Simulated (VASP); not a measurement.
Data:

```
CELL_PARAMETERS angstrom
      0.00000     2.46124     2.46124
      2.46124     0.00000     2.46124
      2.46124     2.46124     0.00000
ATOMIC_POSITIONS crystal
  Hf 0.00000 0.00000 0.00000
  O  0.25000 0.25000 0.25000
  O  0.75000 0.75000 0.75000
```

Computed with MS2 meta-GGA, VASP's PBE PAW potentials (set 64) (plane waves; VASP). Settings: 520 eV cut-off, 8×8×8 Γ-centred mesh, Gaussian smearing of 0.050 eV, potentials Hf_pv O.

Unless said otherwise, spin-orbit coupling is left out, though it shifts the bands of the heavy elements here.

Problem. What does the run give for the energy per atom (σ→0), pressure, band gap (on the k-mesh) with the smallest direct gap where there is one?

Solution. 
```
Property                                     Result
-----------------------------------  --------------
band gap (on the k-mesh)                    4.17 eV
smallest direct gap (on the k-mesh)         4.17 eV
energy per atom (σ→0)                -6.119 eV/atom
pressure                                  19.48 GPa
```

The compound is HfO2 in the fluorite structure, the high-temperature cubic form, which is unstable at 0 K; the monoclinic form is the stable one. This cell is one point of a volume scan, at 0.94 of the reference volume.
